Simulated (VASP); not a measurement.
```
Pb
1.0
    0.00000     2.33301     2.33301
    2.33301     0.00000     2.33301
    2.33301     2.33301     0.00000
Pb
1
Direct
  0.00000   0.00000   0.00000
```

These are LDA (Ceperley-Alder, Perdew-Zunger), VASP's LDA PAW potentials (set 64) (plane waves; VASP 6.6.1) values and carry that method's errors. Run with 500 eV cut-off, 13×13×13 Γ-centred mesh, first-order Methfessel-Paxton smearing of 0.10 eV, potentials Pb_d.

Energy and stress use the plane-wave basis of the starting cell.

Q: The ions, cell shape and volume at an external pressure of 20.0 GPa are relaxed. Give the cell that the relaxation ends in.

A: 
```
Pb
1.0
    0.00000     2.26558     2.26558
    2.26558     0.00000     2.26558
    2.26558     2.26558     0.00000
Pb
1
Direct
  0.00000   0.00000   0.00000
```
Space group Fm-3m (225), at a tolerance of 0.03 Å.

Q: How do energy and volume change from the first to the last step?

A: The energy (σ→0) changes by +196.1 meV/atom and the volume by -8.4 %, in 5 ionic steps.

```
step  E(σ→0) (eV)  max force (eV/Å)  pressure (GPa)  volume (Å³)
----  -----------  ----------------  --------------  -----------
1         -4.1497             0.000            9.94        25.40
2         -3.2789             0.000           49.78        19.98
3         -3.9671             0.000           19.58        23.37
4         -3.9599             0.000           19.80        23.31
5         -3.9536             0.000           20.11        23.26
```

The compound is Pb in the fcc structure. This run relaxes it under an external pressure of 20 GPa. Symmetry was kept, so distortions that lower it aren't found.
